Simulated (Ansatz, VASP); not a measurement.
**CaAl6C: VASP beside Ansatz**

```xyz
8
Lattice="3.9607 2.2867 2.5659 -3.9607 2.2867 2.5659 0.0000 -4.5734 2.5659" Properties=species:S:1:pos:R:3 pbc="T T T"
Ca    0.0000    0.0000    0.0000
Al    0.7326    1.6269    4.9550
Al    1.0427   -1.4479    4.9550
Al   -1.7753   -0.1790    4.9550
Al   -0.7326   -1.6269    2.7427
Al   -1.0427    1.4479    2.7427
Al    1.7753    0.1790    2.7427
C     0.0000    0.0000    3.8488
```

Alike in both runs: functional PBE; k mesh 3 × 3 × 3; occupations gaussian, width 0.1 eV; no spin polarisation.

Ansatz relaxed the structure, and its values are those at the end. VASP's run is a single point on that final structure, the one shown.

|  | VASP | Ansatz |
| --- | --- | --- |
| version | VASP 6.6.1 | Ansatz 0.2.0 |
| potentials or method | VASP PAW PBE potentials, release 64 (Ca_sv, Al, C) | scalar-relativistic, plane waves, PAW |
| plane-wave cutoff (eV) | 520 | 420 |
| valence electrons in the cell | 32 | 32 |

VASP gave:

| Quantity | Value |
| --- | --- |
| gap on the k mesh at the Fermi level (eV) | none |
| pressure (GPa) | 0.0 |
| rms of the force components (eV/Å) | 0.008 |

Q: Estimate Ansatz's values.

A: gap on the k mesh at the Fermi level (eV): none; pressure (GPa): 0.0; rms of the force components (eV/Å): 0.012.

A gap of «none» marks a metal or a gap that the smearing closes.

Caveats: the k mesh is coarse (spacing up to 0.41 Å⁻¹), so the values aren't converged.
